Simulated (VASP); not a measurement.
Data:

```
CELL_PARAMETERS angstrom
      2.23850    -3.87719     0.00000
      2.23850     3.87719     0.00000
      0.00000     0.00000     5.05407
ATOMIC_POSITIONS crystal
  Se 0.00000 0.22159 0.66667
  Se 0.77841 0.77841 0.00000
  Se 0.22159 0.00000 0.33333
```

The numbers are results of PBE GGA with spin-orbit coupling, VASP's PBE PAW potentials (set 64) (plane waves; VASP 6.6.1), not measurements. Numerical set-up: 400 eV cut-off, 5×5×4 Γ-centred mesh, Gaussian smearing of 0.050 eV, potentials Se.

Without a dispersion term in the relaxation, distances and binding between the weakly bound layers, chains or molecules are unreliable, and so is what depends on them.

**Question.** Predict the energy per atom (σ→0), band gap (over mesh and band path) with the smallest direct gap where there is one.

**Answer.** 
The band gap (over mesh and band path) comes out as 0.95 eV, the smallest direct gap (over mesh and band path) is 1.05 eV and the energy per atom (σ→0) comes out as -340.2 kJ/mol of atoms.

Total energies compare only between runs with the same potentials, cut-off and functional.

The compound is Se in the trig structure. It was relaxed first, which changed the volume by +7 %.
